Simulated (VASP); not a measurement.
OSZICAR of a VASP run on Ir (fcc):

### OSZICAR
```
       N       E                     dE             d eps       ncg     rms          rms(c)
DAV:   1     0.320829869490E+02    0.32083E+02   -0.37858E+03  2064   0.804E+02
DAV:   2    -0.888237335675E+01   -0.40965E+02   -0.38900E+02  1952   0.181E+02
DAV:   3    -0.941737388346E+01   -0.53500E+00   -0.53450E+00  2824   0.276E+01
DAV:   4    -0.942050527703E+01   -0.31314E-02   -0.31308E-02  2536   0.152E+00
DAV:   5    -0.942051808026E+01   -0.12803E-04   -0.12803E-04  2776   0.572E-02    0.129E+01
DAV:   6    -0.892248555947E+01    0.49803E+00   -0.11523E+00  2256   0.146E+01    0.511E+00
DAV:   7    -0.884256155371E+01    0.79924E-01   -0.31035E-01  2472   0.705E+00    0.157E+00
DAV:   8    -0.883770651779E+01    0.48550E-02   -0.17838E-03  2056   0.636E-01    0.649E-01
DAV:   9    -0.883658600954E+01    0.11205E-02   -0.84185E-04  2512   0.466E-01    0.131E-02
DAV:  10    -0.883659261014E+01   -0.66006E-05   -0.42014E-06  2592   0.203E-02    0.665E-03
DAV:  11    -0.883659295599E+01   -0.34585E-06   -0.20228E-07  1576   0.533E-03
   1 F= -.88365930E+01 E0= -.88364679E+01  d E =-.375198E-03
```

Which electronic solver shows in the log?

It is blocked Davidson (ALGO = Normal, or the opening steps of other solvers). The INCAR had ALGO = Normal.

Can the final energy be trusted as converged?

The calculation finished and met its thresholds. It stopped with EDIFF = 1E-6, NELM = 100 (PBE GGA, plane waves, VASP's PBE PAW potentials (set 64)).

The compound is Ir in the fcc structure. The cell was not relaxed at this level. The run is one of a series of settings (KPOINTS 15×15×15 Γ-centred mesh against the base run), some of them coarse on purpose.
